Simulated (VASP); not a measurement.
Consider the following.

```
CELL_PARAMETERS angstrom
      1.58610    -2.74721     0.00000
      1.58610     2.74721     0.00000
      0.00000     0.00000     5.07960
ATOMIC_POSITIONS crystal
  Al 0.66667 0.33333 0.50000
  Al 0.33333 0.66667 0.00000
  N  0.66667 0.33333 0.88200
  N  0.33333 0.66667 0.38200
```

Level of theory: PBE GGA, VASP's PBE PAW potentials (set 64) (plane waves; VASP). Numerical set-up: 520 eV cut-off, 7×7×4 Γ-centred mesh, second-order Methfessel-Paxton smearing of 0.050 eV, potentials Al N.

**Question.** Predict the energy per atom (σ→0), pressure.

**Answer.** 
energy per atom (σ→0): -7.435 eV/atom
pressure: -7.23 GPa

Total energies compare only between runs with the same potentials, cut-off and functional.

The compound is AlN in the wurtzite structure. The cell was not relaxed at this level. The run is one of a series of settings (ISMEAR = 2 against the base run), some of them coarse on purpose.
